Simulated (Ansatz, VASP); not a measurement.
# PtS2: VASP beside Ansatz, part 2 of 2

Wanted: the spread between two codes on one cell, functional and k mesh. The cell is taken from a series of runs on this material, whose earlier steps may have relaxed, scaled, displaced or heated it; both programs get it as it stands.

VASP 6.6.1 and Ansatz 0.2.0.

So far: The starting structure; Ansatz: zone-centre phonons, PBE with D3(BJ).

## Step 3: VASP: zone-centre phonons, PBE with D3(BJ)

Level of this step: PBE with D3(BJ); plane waves and PAW (S, Pt) (VASP).

The same cell, functional and mesh now go to VASP, with its own data sets.

Lines of VASP's logs that name or quote its potential files are left out, and so is its time.

INCAR

```
SYSTEM = PtS2
PREC = Accurate
ENCUT = 500
EDIFF = 1E-08
NELM = 120
ISMEAR = 0
SIGMA = 0.01
LREAL = .FALSE.
ALGO = Normal
GGA = PE
IVDW = 12
NBANDS = 17
LASPH = .TRUE.
LORBIT = 11
LWAVE = .FALSE.
LCHARG = .FALSE.
ISIF = 2
IBRION = 6
NFREE = 2
POTIM = 0.015
NSW = 1
GGA_COMPAT = .FALSE.
EFERMI = MIDGAP
KPAR = 2
```

POSCAR

```
PtS2
1.0
    3.5846406765      0.0000000000      0.0000000000
   -1.7923203382      3.1043898893      0.0000000000
    0.0000000000      0.0000000000      4.9394537946
S Pt
2 1
Direct
    0.3333333333      0.6666666667      0.2456658418
    0.6666666667      0.3333333333      0.7543341582
    0.0000000000      0.0000000000      0.0000000000
```

KPOINTS

```
Automatic mesh
0
Gamma
12 12 8
0 0 0
```

PAW data sets: S and Pt (PBE family, release 64).

Run with:

```
$ mpirun -np 2 vasp_std
```

Numbers of over 12 decimals in the logs are rounded to 6 here.

The program printed:

```text
[banner, memory and clock lines left out]
running    2 mpi-ranks, on    1 nodes
 distrk:  each k-point on    1 cores,    2 groups
 distr:  one band on    1 cores,    1 groups

 POSCAR found type information on POSCAR S Pt
 POSCAR found :  2 types and       3 ions
 LDA part: xc-table for (Slater+PW92), standard interpolation
 POSCAR, INCAR and KPOINTS ok, starting setup
 FFT: planning ... GRIDC
 FFT: planning ... GRID_SOFT
 FFT: planning ... GRID
 WAVECAR not read
 entering main loop
       N       E                     dE             d eps       ncg     rms          rms(c)
DAV:   1     0.110031247442E+03    0.11003E+03   -0.10222E+04  4510   0.112E+03
DAV:   2    -0.116960900006E+02   -0.12173E+03   -0.11803E+03  5595   0.225E+02
DAV:   3    -0.166679198909E+02   -0.49718E+01   -0.49400E+01  5625   0.472E+01
DAV:   4    -0.167187549310E+02   -0.50835E-01   -0.50811E-01  5871   0.529E+00
DAV:   5    -0.167195937396E+02   -0.83881E-03   -0.83875E-03  5906   0.653E-01    0.175E+01
DAV:   6    -0.156631484361E+02    0.10564E+01   -0.69515E+00  4513   0.258E+01    0.119E+01
DAV:   7    -0.153992458354E+02    0.26390E+00   -0.13120E+00  4568   0.118E+01    0.574E+00
DAV:   8    -0.153873003995E+02    0.11945E-01   -0.76963E-02  4994   0.187E+00    0.127E+00
DAV:   9    -0.153831910902E+02    0.41093E-02   -0.11382E-02  5517   0.113E+00    0.244E-01
DAV:  10    -0.153833755960E+02   -0.18451E-03   -0.16350E-03  5633   0.264E-01    0.992E-02
DAV:  11    -0.153834386221E+02   -0.63026E-04   -0.73859E-05  5512   0.721E-02    0.470E-02
DAV:  12    -0.153834398255E+02   -0.12034E-05   -0.12692E-05  5760   0.335E-02    0.100E-02
DAV:  13    -0.153834410219E+02   -0.11964E-05   -0.14353E-06  5360   0.876E-03    0.384E-03
DAV:  14    -0.153834411417E+02   -0.11979E-06   -0.21069E-07  5857   0.382E-03    0.636E-04
DAV:  15    -0.153834411147E+02    0.26914E-07   -0.89495E-09  4539   0.749E-04    0.370E-04
DAV:  16    -0.153834411020E+02    0.12783E-07   -0.54128E-09  4019   0.551E-04    0.102E-04
DAV:  17    -0.153834411042E+02   -0.22519E-08   -0.41900E-10  2558   0.163E-04
   1 F= -.16653490E+02 E0= -.16653490E+02  d E =0.000000E+00
[... from here on, the cycles between the ionic steps are left out ...]
   2 F= -.16652481E+02 E0= -.16652481E+02  d E =0.000000E+00
   3 F= -.16652481E+02 E0= -.16652481E+02  d E =0.000000E+00
   4 F= -.16651687E+02 E0= -.16651687E+02  d E =0.000000E+00
   5 F= -.16652868E+02 E0= -.16652868E+02  d E =0.000000E+00
   6 F= -.16651695E+02 E0= -.16651695E+02  d E =0.000000E+00
   7 F= -.16651695E+02 E0= -.16651695E+02  d E =0.000000E+00
   8 F= -.16651466E+02 E0= -.16651466E+02  d E =0.000000E+00
 Finite differences progress:
  Degree of freedom:   4/  4
  Displacement:        1/  2
  Total:               7/  8
 bond charge predicted
       N       E                     dE             d eps       ncg     rms          rms(c)
DAV:   1    -0.153756758726E+02    0.57402E-02   -0.48194E+00  4472   0.116E+01    0.554E-01
DAV:   2    -0.153821969678E+02   -0.65211E-02   -0.68058E-02  5524   0.185E+00    0.244E-01
DAV:   3    -0.153815815063E+02    0.61546E-03   -0.18785E-03  5525   0.290E-01    0.147E-01
DAV:   4    -0.153814074231E+02    0.17408E-03   -0.94607E-04  5239   0.170E-01    0.466E-02
DAV:   5    -0.153814185924E+02   -0.11169E-04   -0.50865E-05  5572   0.471E-02    0.179E-02
DAV:   6    -0.153814158728E+02    0.27197E-05   -0.15267E-05  5343   0.250E-02    0.737E-03
DAV:   7    -0.153814161139E+02   -0.24110E-06   -0.21281E-06  5802   0.102E-02    0.314E-03
DAV:   8    -0.153814160989E+02    0.14957E-07   -0.33109E-07  5116   0.354E-03    0.748E-04
DAV:   9    -0.153814161089E+02   -0.10034E-07   -0.18136E-08  4599   0.896E-04    0.358E-04
DAV:  10    -0.153814161137E+02   -0.47896E-08   -0.34116E-09  2614   0.436E-04
   9 F= -.16651466E+02 E0= -.16651466E+02  d E =0.000000E+00
 Finite differences progress:
  Degree of freedom:   4/  4
  Displacement:        2/  2
  Total:               8/  8
```

OUTCAR, selected parts (step 3):

```text
ion  position               nearest neighbor table
   1  0.333  0.667  0.246-   3 2.40   3 2.40   3 2.40
   2  0.667  0.333  0.754-   3 2.40   3 2.40   3 2.40
   3  0.000  0.000  0.000-   1 2.40   2 2.40   1 2.40   2 2.40   2 2.40   1 2.40

  LATTYP: Found a hexagonal cell.
 ALAT       =     3.5846406765
 C/A-ratio  =     1.3779494907

 Subroutine GETGRP returns: Found 12 space group operations
 (whereof 12 operations were pure point group operations)

The static configuration has the point symmetry D_3d.

 Found    131 irreducible k-points:

   k-points           NKPTS =    131   k-points in BZ     NKDIM =    131   number of bands    NBANDS=     17

   dimension x,y,z NGX =    28 NGY =   28 NGZ =   36
   dimension x,y,z NGXF=    56 NGYF=   56 NGZF=   72

   ENCUT  =  500.0 eV  36.75 Ry    6.06 a.u.   6.54  6.54  9.01*2*pi/ulx,y,z

   NELECT =      22.0000    total number of electrons

 k-points in reciprocal lattice and weights: Automatic mesh
   0.00000000  0.00000000  0.00000000       0.001
   0.08333333  0.00000000  0.00000000       0.005
   0.16666667  0.00000000  0.00000000       0.005
   0.25000000  0.00000000  0.00000000       0.005
   0.33333333  0.00000000  0.00000000       0.005
   0.41666667  0.00000000  0.00000000       0.005
   0.50000000  0.00000000  0.00000000       0.003
   0.08333333  0.08333333  0.00000000       0.005
   0.16666667  0.08333333  0.00000000       0.010
[...]
0.33333333  0.25000000  0.50000000       0.010
   0.33333333  0.33333333  0.50000000       0.002

 Edisp (eV)   -1.27005

 average (electrostatic) potential at core
       1 -85.4060       2 -85.4465       3 -68.3366

 E-fermi :   7.1264

 k-point     1 :       0.0000    0.0000    0.0000
  band No.  band energies     occupation
    ...
      7       2.9937      2.00000
      8       4.7294      2.00000
      9       5.6049      2.00000
     10       5.6049      2.00000
     11       6.8720      2.00000
     12       8.6197      0.00000
     13       8.6197      0.00000
     14      11.2126      0.00000
     15      12.0386      0.00000
     16      14.6576      0.00000
    ...

 k-point     2 :       0.0833    0.0000    0.0000
  band No.  band energies     occupation
    ...
      7       2.9245      2.00000
      8       4.5029      2.00000
      9       5.5207      2.00000
     10       5.5994      2.00000
     11       6.7906      2.00000
     12       8.4067      0.00000
     13       8.5924      0.00000
     14      11.6985      0.00000
     15      12.3904      0.00000
     16      14.4429      0.00000
    ...

 k-point     3 :       0.1667    0.0000    0.0000
  band No.  band energies     occupation
    ...
      7       2.7760      2.00000
      8       4.0260      2.00000
      9       5.3589      2.00000
     10       5.4979      2.00000
     11       6.3970      2.00000
     12       8.2614      0.00000
     13       8.5995      0.00000
     14      12.4295      0.00000
     15      13.1033      0.00000
     16      14.3991      0.00000
    ...

 Edisp (eV)   -1.27005

  Total      -0.70638    -0.70638    -0.63482    -0.00000     0.00000     0.00000
  in kB     -20.58971   -20.58971   -18.50369    -0.00000     0.00000     0.00000
  external pressure =      -19.89 kB  Pullay stress =        0.00 kB

  energy-cutoff  :      500.00
  volume of cell :       54.97
      direct lattice vectors                 reciprocal lattice vectors
     3.584640676  0.000000000  0.000000000     0.278967989  0.161062243  0.000000000
    -1.792320338  3.104389889  0.000000000     0.000000000  0.322124487  0.000000000
     0.000000000  0.000000000  4.939453795     0.000000000  0.000000000  0.202451534

 POSITION                                       TOTAL-FORCE (eV/Angst)
 -----------------------------------------------------------------------------------
     -0.00000      2.06959      1.21346        -0.000000     -0.000000     -0.172592
      1.79232      1.03480      3.72600         0.000000      0.000000     -0.097246
      0.00000      0.00000     -0.01500         0.000000     -0.000000      0.269838
 -----------------------------------------------------------------------------------
    total drift:                               -0.000000     -0.000000     -0.000049

  FREE ENERGIE OF THE ION-ELECTRON SYSTEM (eV)
  ---------------------------------------------------
  free  energy   TOTEN  =       -16.6514663593 eV

  energy  without entropy=      -16.6514663593  energy(sigma->0) =      -16.65146636

 Eigenvectors and eigenvalues of the dynamical matrix
 ----------------------------------------------------

   1 f  =    9.786387 THz    61.489685 2PiTHz  326.438741 cm-1    40.473227 meV
             X         Y         Z           dx          dy          dz
     -0.000000  2.069593  1.213455    -0.000000    0.000000    0.707107
      1.792320  1.034797  3.725999    -0.000000   -0.000000   -0.707107
      0.000000  0.000000  0.000000     0.000000   -0.000000    0.000000

   2 f  =    9.544472 THz    59.969683 2PiTHz  318.369301 cm-1    39.472745 meV
             X         Y         Z           dx          dy          dz
     -0.000000  2.069593  1.213455    -0.000000    0.000000    0.613433
      1.792320  1.034797  3.725999    -0.000000    0.000000    0.613433
      0.000000  0.000000  0.000000    -0.000000   -0.000000   -0.497394

   3 f  =    8.991909 THz    56.497832 2PiTHz  299.937807 cm-1    37.187532 meV
             X         Y         Z           dx          dy          dz
     -0.000000  2.069593  1.213455    -0.379937   -0.481592   -0.000000
      1.792320  1.034797  3.725999    -0.379937   -0.481592    0.000000
      0.000000  0.000000  0.000000     0.308094    0.390527   -0.000000

   4 f  =    8.991909 THz    56.497832 2PiTHz  299.937807 cm-1    37.187532 meV
             X         Y         Z           dx          dy          dz
     -0.000000  2.069593  1.213455     0.481592   -0.379937    0.000000
      1.792320  1.034797  3.725999     0.481592   -0.379937   -0.000000
      0.000000  0.000000  0.000000    -0.390527    0.308094   -0.000000

   5 f  =    8.711046 THz    54.733118 2PiTHz  290.569227 cm-1    36.025976 meV
             X         Y         Z           dx          dy          dz
     -0.000000  2.069593  1.213455    -0.437972   -0.555140    0.000000
      1.792320  1.034797  3.725999     0.437972    0.555140   -0.000000
      0.000000  0.000000  0.000000    -0.000000   -0.000000   -0.000000

   6 f  =    8.711046 THz    54.733118 2PiTHz  290.569227 cm-1    36.025976 meV
             X         Y         Z           dx          dy          dz
     -0.000000  2.069593  1.213455     0.555140   -0.437972    0.000000
      1.792320  1.034797  3.725999    -0.555140    0.437972   -0.000000
      0.000000  0.000000  0.000000    -0.000000    0.000000    0.000000

   7 f/i=    0.000115 THz     0.000722 2PiTHz    0.003835 cm-1     0.000475 meV
             X         Y         Z           dx          dy          dz
     -0.000000  2.069593  1.213455    -0.000000   -0.000000    0.351711
      1.792320  1.034797  3.725999    -0.000000   -0.000000    0.351711
      0.000000  0.000000  0.000000    -0.000000   -0.000000    0.867525

   8 f/i=    0.000230 THz     0.001443 2PiTHz    0.007659 cm-1     0.000950 meV
             X         Y         Z           dx          dy          dz
     -0.000000  2.069593  1.213455     0.050947   -0.348025   -0.000000
      1.792320  1.034797  3.725999     0.050947   -0.348025   -0.000000
      0.000000  0.000000  0.000000     0.125654   -0.858357   -0.000000

   9 f/i=    0.000230 THz     0.001443 2PiTHz    0.007659 cm-1     0.000950 meV
             X         Y         Z           dx          dy          dz
     -0.000000  2.069593  1.213455    -0.348025   -0.050947   -0.000000
      1.792320  1.034797  3.725999    -0.348025   -0.050947   -0.000000
      0.000000  0.000000  0.000000    -0.858357   -0.125654   -0.000000

 ELASTIC MODULI CONTR FROM IONIC RELAXATION (kBar)
 Direction    XX          YY          ZZ          XY          YZ          ZX
 --------------------------------------------------------------------------------
 XX        -715.8207   -391.8634   -706.7623     -0.0000    328.3771      0.0000
 YY        -391.8634   -715.8207   -706.7623     -0.0000   -328.3771     -0.0000
 ZZ        -706.7623   -706.7623   -901.9052     -0.0000     -0.0000      0.0000
 XY          -0.0000     -0.0000     -0.0000   -161.9786     -0.0000    328.3779
 YZ         328.3771   -328.3771     -0.0000     -0.0000   -665.7146     -0.0000
 ZX           0.0000     -0.0000      0.0000    328.3779     -0.0000   -665.7178
 --------------------------------------------------------------------------------

 total charge
# of ion       s       p       d       tot
------------------------------------------
    1        1.365   2.265   0.000   3.629
    2        1.365   2.265   0.000   3.629
    3        0.689   0.765   7.968   9.423
--------------------------------------------------
tot          3.419   5.295   7.968  16.681

[... 3 further parts left out ...]
```

CONTCAR:

```
PtS2
   1.00000000000000
     3.5846406764999998    0.0000000000000000    0.0000000000000000
    -1.7923203381999999    3.1043898893000001    0.0000000000000000
     0.0000000000000000    0.0000000000000000    4.9394537946000003
  S               Pt
     2     1
Direct
     0.3333333332999970    0.6666666667000030    0.2456658417999975
     0.6666666667000030    0.3333333332999970    0.7543341582000025
     0.0000000000000000    0.0000000000000000   -0.0030367730165628
```

Levels, forces or a CONTCAR printed for this step are those of its last displaced cell, not of the structure at rest.

## Step 4: Comparison

Known differences besides the potentials themselves: fixed occupations in Ansatz, narrow Gaussian smearing in VASP; the data sets hold 30 valence electrons in Ansatz (on its PAW soft_1 files) and 22 in VASP; the cutoff is 420 eV in Ansatz and 500 eV in VASP; Ansatz takes the dispersion share of the force constants at frozen C6 weights, VASP differentiates the full forces; VASP uses finite displacements, Ansatz perturbation theory. Total energies have different zeros and are not compared.

Compared:

```csv
quantity,Ansatz,VASP,difference
optical mode 1 to 2 (cm⁻¹),291.7,290.6,+0.38 %
optical mode 3 to 4 (cm⁻¹),300.6,299.9,+0.20 %
optical mode 5 (cm⁻¹),318.2,318.4,-0.04 %
optical mode 6 (cm⁻¹),326.9,326.4,+0.16 %
```

Modes are paired by rising frequency, not by their patterns, so a pair may set unlike modes beside each other; they are those without the splitting of longitudinal modes.

## Step 5: What came out

```json
{"r.m.s. difference of the optical zone-centre modes, each program's sorted by frequency (zone-centre phonons, PBE with D3(BJ))": "0.75 cm⁻¹"}
```

The r.m.s. difference of the optical zone-centre modes, each program's sorted by frequency is 0.75 cm⁻¹ (zone-centre phonons, PBE with D3(BJ)). The data sets hold unlike numbers of valence electrons (30 in Ansatz and 22 in VASP), so part of the differences comes from the potentials. How closely two codes agree says nothing of how well the functional describes the real material.

[Lines on the potential files, build, host, timing and source positions are cut from VASP's logs without a mark.]

[Logs are printed without paths, hosts, clocks, repeated set-up lines and the standing remarks that a program may print on its own settings, such as how far it seeks lower states.]

[Hosts, paths, dates, database ids (printed as entryN), source tags and the programs' standing remarks are cut or masked in the printed files.]
